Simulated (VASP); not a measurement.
A VASP calculation is set up with these files.

File POSCAR:
```
HfS2
1.0
  1.7580747497  -3.0450744444   0.0000000000
  1.7580747497   3.0450744444   0.0000000000
  0.0000000000   0.0000000000   5.4478130875
Hf S
1 2
Direct
  0.0000000000   0.0000000000   0.0000000000
  0.3333330000   0.6666670000   0.2683975895
  0.6666670000   0.3333330000   0.7316024105
```

**KPOINTS**
```
Regular mesh
0
gamma
7 7 4
0 0 0
```

INCAR:
```
# general
SYSTEM   =  HfS2
PREC     =  Accurate
ENCUT    =  500
LREAL    =  .FALSE.   # projection in real space or not
LASPH    =  .TRUE.

# electronic loop
EDIFF    =  1E-6
NELM     =  100
ALGO     =  Normal
LMAXMIX  =  6   # l cut-off of mixed one-centre charges

# smearing
ISMEAR   =  0
SIGMA    =  0.05

# functional
GGA      =  PS

# ions
IBRION   =  2
NSW      =  40   # most ionic steps
ISIF     =  3   # ions, shape and volume
EDIFFG   =  -0.02
PSTRESS  =  100   # kbar

# output
LWAVE    =  .FALSE.
LCHARG   =  .FALSE.
```

POTCAR, in this order: Hf_pv S (PBE.64 set). Program: vasp_std.

Q: Write an equivalent input for Quantum ESPRESSO's pw.x.

A: One equivalent input (not run):
```
&CONTROL
  calculation = 'vc-relax'
  pseudo_dir = './pseudo'
  outdir = './out'
  tprnfor = .true.
  tstress = .true.
  nstep = 40
  forc_conv_thr = 0.00078
/
&SYSTEM
  ibrav = 0
  nat = 3
  ntyp = 2
  ecutwfc = 58
  occupations = 'smearing'
  smearing = 'gaussian'
  degauss = 0.003675
  input_dft = 'pbesol'
/
&ELECTRONS
  conv_thr = 7.3e-08
  electron_maxstep = 100
/
&IONS
/
&CELL
  press = 100
/
ATOMIC_SPECIES
  Hf 178.490 Hf.upf
  S 32.060 S.upf
CELL_PARAMETERS angstrom
     1.7580747   -3.0450744    0.0000000
     1.7580747    3.0450744    0.0000000
     0.0000000    0.0000000    5.4478131
ATOMIC_POSITIONS crystal
  Hf   0.0000000  0.0000000  0.0000000
  S    0.3333330  0.6666670  0.2683976
  S    0.6666670  0.3333330  0.7316024
K_POINTS automatic
  7 7 4 0 0 0
```
Limits of the translation: the potentials are each code's own (VASP's PAW set, PseudoDojo norm-conserving files in pw.x), so ENCUT and ecutwfc are chosen apart and not converted; conv_thr bounds pw.x's estimated SCF error, while EDIFF bounds the energy change between steps; forc_conv_thr acts on force components and is met together with etot_conv_thr.

The compound is HfS2 in the 1T layered structure. This run relaxes it under an external pressure of 10 GPa. Symmetry was kept, so distortions that lower it aren't found. The k-mesh is coarse (spacing up to 0.30 per Å, 2π included), so the numbers may not be converged in it.
